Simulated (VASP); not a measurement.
Input:

```
CELL_PARAMETERS angstrom
      5.35405     3.09116     1.53194
     -5.35405     3.09116     1.53194
      0.00000    -6.18233     1.53194
ATOMIC_POSITIONS crystal
  Se 0.83307 0.69868 0.09204
  Se 0.16693 0.30132 0.90796
  Se 0.09204 0.83307 0.69868
  Se 0.90796 0.16693 0.30132
  Se 0.69868 0.09204 0.83307
  Se 0.30132 0.90796 0.16693
```

These are PBEsol GGA, VASP's PBE PAW potentials (set 64) (plane waves; VASP) values and carry that method's errors. Run with 400 eV cut-off, 12×12×12 Γ-centred mesh, Gaussian smearing of 0.010 eV, potentials Se.

Q: The job: Se (space group R-3), 6 atoms, PBEsol, optics run with many empty bands, 400 eV, 12×12×12 Γ-centred mesh. Roughly how much core time does it take on a busy server core?

A: About 40 core-minutes (one run on a shared machine, a rough figure). It had 294 irreducible k-points, 66 bands, up to 2795 plane waves and 13 electronic steps.

The structure comes from a computed database's Se entry (R-3); how it stands against other phases isn't given here. It was relaxed first, which changed the volume by -15 %.
